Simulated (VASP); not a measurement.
Consider the following.

```yaml
crystal:
  lattice:
    - [5.30811, 0.00000, 0.00000]
    - [-2.65406, 4.59696, 0.00000]
    - [0.00000, 0.00000, 14.05414]
  atoms:
    - { symbol: Pb, position: [0.33333, 0.66667, 0.25000] }
    - { symbol: Pb, position: [0.66667, 0.33333, 0.75000] }
    - { symbol: Te, position: [0.33333, 0.66667, 0.75000] }
    - { symbol: Te, position: [0.66667, 0.33333, 0.25000] }
```

Calculation: r2SCAN meta-GGA, VASP's PBE PAW potentials (set 64) (plane waves; VASP 6.6.1). Settings: 400 eV cut-off, 6×6×2 Γ-centred mesh, tetrahedra with Blöchl corrections, potentials Pb_d Te.

The cell holds a wide vacuum, so values per volume refer to the whole cell. Unless said otherwise, spin-orbit coupling is left out, though it shifts the bands of the heavy elements here.

What does the run give for the energy per atom (σ→0), band gap (over mesh and band path) with the smallest direct gap where there is one?

band gap (over mesh and band path): 0.37 eV
smallest direct gap (over mesh and band path): 0.37 eV
energy per atom (σ→0): -40.751 eV/atom

Only differences to runs with the same potentials and settings are physical.

The cell is a sheet with vacuum, built from a generated structure.
